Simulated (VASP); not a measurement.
Input:

```
ZnS
1.0
    3.84719     0.00000     0.00000
   -1.92360     3.33177     0.00000
    0.00000     0.00000     6.30471
Zn S
2 2
Direct
  0.33333   0.66667   0.00022
  0.66667   0.33333   0.50022
  0.33333   0.66667   0.37478
  0.66667   0.33333   0.87478
```

Calculation: PBE GGA, VASP's PBE PAW potentials (set 64) (plane waves; VASP 6.6.1). Numerical set-up: 480 eV cut-off, 6×6×3 Γ-centred mesh, Gaussian smearing of 0.050 eV, potentials Zn S.

Estimate the energy per atom (σ→0), band gap (on the k-mesh) with the smallest direct gap where there is one.

| Quantity | Value |
|---|---|
| band gap (on the k-mesh) | 2.08 eV |
| smallest direct gap (on the k-mesh) | 2.08 eV |
| energy per atom (σ→0) | -3.422 eV/atom |

The structure comes from a computed database's ZnS entry (P6_3mc); how it stands against other phases isn't given here. It was relaxed first. The start is the result of an earlier pass.
